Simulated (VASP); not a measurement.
Calculation: PBE GGA + U (Dudarev), VASP's PBE PAW potentials (set 64) (plane waves; VASP).

The input files of a VASP run:

File KPOINTS:
```
Regular mesh
0
G
8 8 8
0 0 0
```

### INCAR
```
SYSTEM = Ni3Si
PREC = Accurate
ENCUT = 400
EDIFF = 1E-6
NELM = 100
ALGO = Normal
LREAL = .FALSE.
LASPH = .TRUE.
ISMEAR = 1
SIGMA = 0.1
GGA = PE
LMAXMIX = 4
LWAVE = .FALSE.
LCHARG = .FALSE.
ISIF = 2
LDAU = .TRUE.
LDAUTYPE = 2
LDAUL = -1 2
LDAUU = 0 5.0
LDAUJ = 0 0
LDAUPRINT = 1
LORBIT = 10
```

**POSCAR**
```
Ni3Si
1
    3.5802000000     0.0000000000     0.0000000000
    0.0000000000     3.5802000000     0.0000000000
    0.0000000000     0.0000000000     3.5802000000
Si Ni
1 3
Direct
  0.0000000000   0.0000000000   0.0000000000
  0.0000000000   0.5000000000   0.5000000000
  0.5000000000   0.0000000000   0.5000000000
  0.5000000000   0.5000000000   0.0000000000
```

POTCAR, in this order: Si Ni (PBE.64 set). Program: vasp_std.

The resulting files:

File OSZICAR:
```
       N       E                     dE             d eps       ncg     rms          rms(c)
DAV:   1     0.182431546671E+03    0.18243E+03   -0.13512E+04  1470   0.177E+03
DAV:   2    -0.604017333691E+01   -0.18847E+03   -0.18204E+03  1470   0.327E+02
DAV:   3    -0.156197111641E+02   -0.95795E+01   -0.93283E+01  1595   0.104E+02
DAV:   4    -0.157840423412E+02   -0.16433E+00   -0.16375E+00  1660   0.118E+01
DAV:   5    -0.157889748467E+02   -0.49325E-02   -0.49317E-02  1695   0.196E+00    0.145E+01
DAV:   6    -0.159734760155E+02   -0.18450E+00   -0.24062E+01  1607   0.815E+01    0.112E+01
DAV:   7    -0.142363528399E+02    0.17371E+01   -0.76066E+00  1600   0.469E+01    0.349E+00
DAV:   8    -0.142297080879E+02    0.66448E-02   -0.39212E-01  1513   0.432E+00    0.103E+00
DAV:   9    -0.142262196732E+02    0.34884E-02   -0.17155E-02  1855   0.176E+00    0.591E-01
DAV:  10    -0.142257717819E+02    0.44789E-03   -0.35006E-03  1969   0.547E-01    0.240E-01
DAV:  11    -0.142261035986E+02   -0.33182E-03   -0.10480E-03  2134   0.397E-01    0.633E-02
DAV:  12    -0.142260842373E+02    0.19361E-04   -0.24604E-04  1553   0.211E-01    0.144E-02
DAV:  13    -0.142260845308E+02   -0.29352E-06   -0.11519E-05  1699   0.316E-02    0.540E-03
DAV:  14    -0.142260836895E+02    0.84126E-06   -0.12819E-06   835   0.132E-02
   1 F= -.14226084E+02 E0= -.14226418E+02  d E =0.100429E-02
```

**OUTCAR**
```
------------------------ aborting loop because EDIFF is reached ----------------------------------------
  FORCE on cell =-STRESS in cart. coord.  units (eV):
  Direction    XX          YY          ZZ          XY          YZ          ZX
  --------------------------------------------------------------------------------------
  Total       -6.0915652     -6.0915652     -6.0915652      0.0000000      0.0000000      0.0000000
  in kB     -212.6755752   -212.6755752   -212.6755752      0.0000000      0.0000000      0.0000000
  external PRESSURE =    -212.6755752 kB  Pullay stress =       0.0000000 kB
  volume of cell :       45.89
      direct lattice vectors                 reciprocal lattice vectors
     3.580200000  0.000000000  0.000000000     0.279314005  0.000000000  0.000000000
     0.000000000  3.580200000  0.000000000     0.000000000  0.279314005  0.000000000
     0.000000000  0.000000000  3.580200000     0.000000000  0.000000000  0.279314005
 POSITION                                       TOTAL-FORCE (eV/Angst)
 -----------------------------------------------------------------------------------
      0.00000      0.00000      0.00000         0.000000      0.000000      0.000000
      0.00000      1.79010      1.79010         0.000000      0.000000      0.000000
      1.79010      0.00000      1.79010         0.000000      0.000000      0.000000
      1.79010      1.79010      0.00000         0.000000      0.000000      0.000000
 -----------------------------------------------------------------------------------
    total drift:                                0.000000     -0.000000     -0.000000
  FREE ENERGIE OF THE ION-ELECTRON SYSTEM (eV)
  ---------------------------------------------------
  free  energy   TOTEN  =       -14.2260836895 eV

  energy  without entropy=      -14.2270879838  energy(sigma->0) =      -14.22641845

 total charge

# of ion       s       p       d       tot
------------------------------------------
    1        0.743   0.750   0.000   1.493
    2        0.429   0.439   8.640   9.507
    3        0.429   0.439   8.640   9.507
    4        0.429   0.439   8.640   9.507
--------------------------------------------------
tot          2.030   2.067  25.919  30.015
```
(Selected blocks of OUTCAR.)

### OUTCAR
```
 val. band max:        8.9525171939   @ k =   0.5000   0.3750   0.3750

 cond. band min:       8.9636888651   @ k =   0.0000   0.0000   0.0000


 Fermi energy:         8.9613232084

 k-point     1 :       0.0000    0.0000    0.0000
  band No.  band energies     occupation
      1      -1.8715      2.00000
      2       4.3030      2.00000
      3       5.1179      2.00000
      4       5.1179      2.00000
      5       5.6101      2.00000
      6       5.6101      2.00000
      7       5.6101      2.00000
      8       7.4203      2.00000
      9       7.4203      2.00000
     10       7.4203      2.00000
     11       8.0490      2.00000
     12       8.0490      2.00000
     13       8.4646      2.00000
     14       8.7843      2.03120
     15       8.7843      2.03120
     16       8.7843      2.03120
     17       8.9637      0.95997
     18       8.9637      0.95997
     19       8.9637      0.95997
     20      13.5227      0.00000
     21      15.3066      0.00000

 k-point     2 :       0.1250    0.0000    0.0000
  band No.  band energies     occupation
      1      -1.7019      2.00000
      2       4.3708      2.00000
      3       4.9493      2.00000
      4       5.2388      2.00000
      5       5.6077      2.00000
      6       5.6077      2.00000
      7       5.6604      2.00000
      8       7.2453      2.00000
      9       7.2453      2.00000
     10       7.3677      2.00000
     11       7.8480      2.00000
     12       8.0508      2.00000
     13       8.3212      2.00000
     14       8.3979      2.00000
     15       8.4602      2.00000
     16       8.4602      2.00000
     17       8.9641      0.95289
     18       9.6129     -0.00000
     19       9.6129     -0.00000
     20      13.9094      0.00000
     21      15.2917      0.00000

 k-point     3 :       0.2500    0.0000    0.0000
  band No.  band energies     occupation
      1      -1.2143      2.00000
      2       4.0404      2.00000
      3       4.8068      2.00000
...
```

The compound is Ni3Si in the L1_2 structure. The cell was not relaxed at this level. The run is one of a series of settings (LDAU = .TRUE., LDAUJ = 0 0, LDAUL = -1 2, LDAUTYPE = 2, LDAUU = 0 5.0 against the base run), some of them coarse on purpose. The run is not spin-polarised, so no magnetic state was tried.
